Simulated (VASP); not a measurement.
Method: PBEsol GGA, VASP's PBE PAW potentials (set 64) (plane waves; VASP).

A VASP calculation is set up with these files.

POSCAR:
```
V
1
    2.4026091452    -0.0000000000    -0.0000000000
   -0.0000000000     2.4026091452     0.0000000000
   -0.0000000000    -0.0000000000     2.4026091452
V
1
Direct
  0.0000000000   0.0000000000   0.0000000000
```

File KPOINTS:
```
K-points
0
G
 17 17 17
```

**INCAR**
```
GGA = PS
ISMEAR = -5
LREAL = .FALSE.   ! projection in real space or not
PREC = Accurate
ENCUT = 400   ! plane-wave cut-off (eV)
LASPH = .TRUE.
NELM = 100
LMAXMIX = 4
LWAVE = .FALSE.
EDIFF = 1E-7   ! SCF stop (eV)
SYSTEM = V
ALGO = Normal   ! blocked Davidson
LCHARG = .TRUE.
NEDOS = 601   ! DOS grid
ISIF = 2   ! forces and stress, cell fixed
LORBIT = 11   ! lm-projected
```

POTCAR, in this order: V_sv (PBE.64 set). Program: vasp_std.

Output

### OSZICAR
```
       N       E                     dE             d eps       ncg     rms          rms(c)
DAV:   1     0.715222788232E+02    0.71522E+02   -0.65047E+03  3324   0.118E+03
DAV:   2    -0.849297364567E+01   -0.80015E+02   -0.77913E+02  3408   0.327E+02
DAV:   3    -0.974392269396E+01   -0.12509E+01   -0.12309E+01  3534   0.480E+01
DAV:   4    -0.975269301413E+01   -0.87703E-02   -0.88020E-02  3364   0.396E+00
DAV:   5    -0.975276534014E+01   -0.72326E-04   -0.72487E-04  3468   0.379E-01    0.187E+01
DAV:   6    -0.878016248565E+01    0.97260E+00   -0.42933E+00  3386   0.287E+01    0.319E+00
DAV:   7    -0.876485837109E+01    0.15304E-01   -0.29076E-02  3366   0.176E+00    0.160E+00
DAV:   8    -0.876075478621E+01    0.41036E-02   -0.58228E-03  3368   0.125E+00    0.695E-02
DAV:   9    -0.876072139044E+01    0.33396E-04   -0.81265E-05  3328   0.152E-01    0.363E-02
DAV:  10    -0.876071572316E+01    0.56673E-05   -0.99646E-06  3340   0.347E-02    0.185E-03
DAV:  11    -0.876071553968E+01    0.18348E-06   -0.17413E-07  2770   0.604E-03    0.514E-04
DAV:  12    -0.876071547419E+01    0.65490E-07   -0.11456E-08  1654   0.178E-03
   1 F= -.87607155E+01 E0= -.87607155E+01  d E =0.000000E+00
```

OUTCAR:
```
------------------------ aborting loop because EDIFF is reached ----------------------------------------
  FORCE on cell =-STRESS in cart. coord.  units (eV):
  Direction    XX          YY          ZZ          XY          YZ          ZX
  --------------------------------------------------------------------------------------
  Total        0.0692494      0.0692494      0.0692494     -0.0000000     -0.0000000     -0.0000000
  in kB        7.9997689      7.9997689      7.9997689     -0.0000000     -0.0000000     -0.0000000
  external PRESSURE =       7.9997689 kB  Pullay stress =       0.0000000 kB
  volume of cell :       13.87
      direct lattice vectors                 reciprocal lattice vectors
     2.402609145  0.000000000  0.000000000     0.416214182  0.000000000  0.000000000
     0.000000000  2.402609145  0.000000000     0.000000000  0.416214182  0.000000000
     0.000000000  0.000000000  2.402609145     0.000000000  0.000000000  0.416214182
 POSITION                                       TOTAL-FORCE (eV/Angst)
 -----------------------------------------------------------------------------------
      0.00000      0.00000      0.00000         0.000000      0.000000      0.000000
 -----------------------------------------------------------------------------------
    total drift:                               -0.000000      0.000000     -0.000000
  FREE ENERGIE OF THE ION-ELECTRON SYSTEM (eV)
  ---------------------------------------------------
  free  energy   TOTEN  =        -8.7607154742 eV

  energy  without entropy=       -8.7607154742  energy(sigma->0) =       -8.76071547

 total charge

# of ion       s       p       d       tot
------------------------------------------
    1        2.368   6.178   3.281  11.827
```
(Selected blocks of OUTCAR.)

For a metal the tetrahedron method with Blöchl corrections gives inexact stress and forces.

The structure was generated: V was put into the simple-cubic type (Pm-3m), which need not be its known phase. It was relaxed first, which changed the volume by -10 %. The run is not spin-polarised, so no magnetic state was tried.
